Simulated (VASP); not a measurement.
Consider the following.

```
CELL_PARAMETERS angstrom
      0.00000     2.25586     2.25586
      2.25586     0.00000     2.25586
      2.25586     2.25586     0.00000
ATOMIC_POSITIONS crystal
  Hf 0.00000 0.00000 0.00000
  N  0.50000 0.50000 0.50000
```

Level of theory: r2SCAN meta-GGA, VASP's PBE PAW potentials (set 64) (plane waves; VASP 6.6.1). Numerical set-up: 520 eV cut-off, 13×13×13 Γ-centred mesh, first-order Methfessel-Paxton smearing of 0.10 eV, potentials Hf_pv N.

Unless said otherwise, spin-orbit coupling is left out, though it shifts the bands of the heavy elements here.

Problem. Predict the energy per atom (σ→0), band gap (on the k-mesh) with the smallest direct gap where there is one.

Solution. 
The band gap (on the k-mesh) is none (metal, semimetal or under 0.01 eV) and the energy per atom (σ→0) is -29.118 eV/atom.

The absolute energy has meaning only against runs of the same code, potentials and settings.

The structure comes from a computed database's HfN entry (Fm-3m); how it stands against other phases isn't given here. The cell was not relaxed at this level. The electron count is odd and the run is not spin-polarised, which forces a metal.
